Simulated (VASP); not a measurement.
Here is the system:

```
CELL_PARAMETERS angstrom
      0.00000     2.40801     2.40801
      2.40801     0.00000     2.40801
      2.40801     2.40801     0.00000
ATOMIC_POSITIONS crystal
  Be 0.00000 0.00000 0.00000
  S  0.25000 0.25000 0.25000
```

Method: PBE GGA with D3 dispersion (Becke-Johnson damping), VASP's PBE PAW potentials (set 64) (plane waves; VASP 6.6.1). Numerical set-up: 520 eV cut-off, Gaussian smearing of 0.050 eV, potentials Be S.

Give the energies of bands 2 to 7 at the high-symmetry points, in eV from the valence-band maximum.

| band | Γ | X | U | L | W |
|---|---|---|---|---|---|
| 2 | 0.00 | -5.13 | -4.65 | -5.92 | -4.34 |
| 3 | 0.00 | -2.71 | -4.21 | -1.06 | -3.98 |
| 4 | 0.00 | -2.71 | -2.25 | -1.06 | -3.45 |
| 5 | 5.66 | 3.06 | 4.34 | 5.56 | 6.49 |
| 6 | 5.66 | 4.90 | 7.55 | 6.56 | 8.10 |
| 7 | 5.66 | 12.95 | 10.66 | 6.56 | 8.52 |

The gap is indirect, 3.06 eV, from the valence maximum at Γ to the conduction minimum at X.

The compound is BeS in the zinc blende structure. It was relaxed first.
